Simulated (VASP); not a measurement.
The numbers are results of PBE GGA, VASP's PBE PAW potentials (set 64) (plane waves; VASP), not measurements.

The input files of a VASP run:

### INCAR
```
ALGO = Fast
EDIFF = 1E-5
EDIFFG = -0.03
ENCUT = 400
GGA = PE
IBRION = 2
ISIF = 2
ISMEAR = 0
ISPIN = 2
ISYM = 0
LASPH = .TRUE.
LCHARG = .FALSE.
LORBIT = 10
LREAL = Auto
LWAVE = .FALSE.
MAGMOM = 71*0.0423
NELECT = 379.0
NELM = 100
NELMIN = 4
NSW = 120
NUPDOWN = 3
PREC = Normal
SIGMA = 0.05
SYSTEM = O48Si23
```

POSCAR:
```
O48Si23
1.0
  5.0055664148  -8.6698955938   0.0000000000
  5.0055664148   8.6698955938   0.0000000000
  0.0000000000   0.0000000000  10.9866506686
Si O
23 48
Cart
  1.1838362756   2.0410803743   1.8323623120
  2.6406584078   0.0218574657  10.9791236769
  6.1787929805   6.6330591984   3.6936926260
  1.1857340921   2.0302073109   7.3355763526
  2.6575158921   0.0032528356   5.4951549204
  6.1803407196   6.6271900952   9.1512625143
  3.7092454591   6.3918985018   1.8117443986
  5.1562020144   4.3221026408  10.9759646687
  3.6808647370   2.2956905481   3.6642915599
  3.6831328578   6.3584112555   7.3361186977
  5.1436204951   4.3261989550   5.4958101400
  3.6816138776   2.2936864385   9.1547539774
  3.6421439102  -2.3175128947   1.7975963667
  5.1602159165  -4.3391038076  10.9805690378
  3.6817935764  -6.3631873727   3.6349943617
  3.6760747268  -2.2767159155   7.3290188878
  5.1417028922  -4.3667170540   5.5070895608
  3.6812795898  -6.3749675188   9.1591639849
  6.1787950117   2.0394333707   1.8298033376
  7.6445096302   0.0113332026  10.9815597173
  6.1720197358   2.0546363526   7.3317723040
  7.6838169943   0.0140962281   5.5418050565
  6.1837851710  -2.0401194993   9.1554548928
  1.7029186205   0.6475552033   1.1705646939
  3.5909944752   1.1522198043   4.8265216884
  2.1886570860  -2.5403301695   2.4973996330
  3.5896619849  -1.1432668600   0.6696536952
  1.7065672059  -0.6428730227   4.3264214308
  2.2119451960   2.5340771816   2.9980771072
  1.7027824831   0.6430487095   6.6573827976
  3.5960046863   1.1539764456  10.3211003292
  2.2114692332  -2.5373430939   7.9896205112
  3.5856457132  -1.1521480245   6.1580820200
  1.7097051760  -0.6579466272   9.8249611339
  2.2122306709   2.5348781975   8.4945117065
  4.2113422058   4.9810384546   1.1696357858
  6.0920796554   5.4825497148   4.8345909900
  4.7128719314   1.8005111936   2.4977792240
  6.0962920963   3.1861141253   0.6678823900
  4.2097026475   3.6861698132   4.3244637723
  4.7149756408   6.8744676485   3.0024638186
  4.2105831422   4.9843714529   6.6549246301
  6.0915924971   5.4898810123  10.3276251198
  4.7121037692   1.7988358767   7.9902692103
  6.0969349026   3.1823971581   6.1553989755
  4.2051380455   3.6868978451   9.8198815450
  4.7150372393   6.8735876489   8.4901185426
  4.2144374113  -3.6961598331   1.1715679146
  6.1295769540  -3.1806668151   4.8409742461
  4.7200995118  -6.8703904844   2.4936677337
  6.0906646538  -5.4856224004   0.6717758360
  4.2099556789  -4.9835321766   4.3255273801
  4.6722695697  -1.7753555886   3.0248054222
  4.2193590609  -3.6770558057   6.6608181156
  6.0935879892  -3.1785061792  10.3288160727
  4.7124313860  -6.8672526090   7.9876061670
  6.0919547399  -5.5041897057   6.1646001340
  4.2030367918  -4.9803253765   9.8247270930
  4.7155676767  -1.8044122989   8.4901684583
  6.7136744267   0.6513264475   1.1685582612
  8.5920430850   1.1528813485   4.8106334380
  7.1991880296  -2.5370133726   2.5462360325
  8.5881001773  -1.1461361732   0.6605151068
  6.6959265332  -0.6387057204   4.3046605718
  7.2149258478   2.5321857407   3.0002805690
  6.7049269451   0.6534917071   6.6705867829
  8.6002878301   1.1526716541  10.3220577752
  7.2125987529  -2.5315760805   7.9823982178
  8.6044469322  -1.1654673813   6.1585760897
  6.7126488041  -0.6513383530   9.8210012220
  7.2215670976   2.5289070263   8.4879770071
```

**KPOINTS**
```
Automatic
0
G
 1 1 1
```

POTCAR, in this order: Si O (PBE.64 set). Program: vasp_gam.

Task: What will the output report for the number of irreducible k-points (NKPTS), largest plane-wave count, FFT grid (NGX, NGY, NGZ)?

Result: 
The number of irreducible k-points (NKPTS) is 1 and the largest plane-wave count is 8688. The FFT grid (NGX, NGY, NGZ) comes out as 50 × 50 × 54.

The cell is a supercell with a defect, built from SiO2 (quartz): vac_Si, charge +1.
